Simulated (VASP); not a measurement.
Consider the following.

```
Be
1.0
    1.10078    -1.90661     0.00000
    1.10078     1.90661     0.00000
    0.00000     0.00000     3.48483
Be
2
Direct
  0.33333   0.66667   0.25000
  0.66667   0.33333   0.75000
```

All values below come from PBEsol GGA, VASP's PBE PAW potentials (set 64) (plane waves; VASP). Run with 500 eV cut-off, 19×19×11 Γ-centred mesh, first-order Methfessel-Paxton smearing of 0.10 eV, potentials Be.

Energy and stress use the plane-wave basis of the starting cell.

**Question.** The ions, cell shape and volume at an external pressure of 20.0 GPa are relaxed. Predict the relaxed structure.

**Answer.** 
```
Be
1.0
    1.07910    -1.86905     0.00000
    1.07910     1.86905     0.00000
    0.00000     0.00000     3.42346
Be
2
Cartesian
  1.07910   0.62302   0.85587
  1.07910  -0.62302   2.56760
```
Space group P6_3/mmc (194), at a tolerance of 0.03 Å.

**Question.** How do energy and volume change from the first to the last step?

**Answer.** The energy (σ→0) changes by +37.5 meV/atom and the volume by -5.6 %, in 5 ionic steps.

The compound is Be in the hcp structure. This run relaxes it under an external pressure of 20 GPa. Symmetry was kept, so distortions that lower it aren't found.
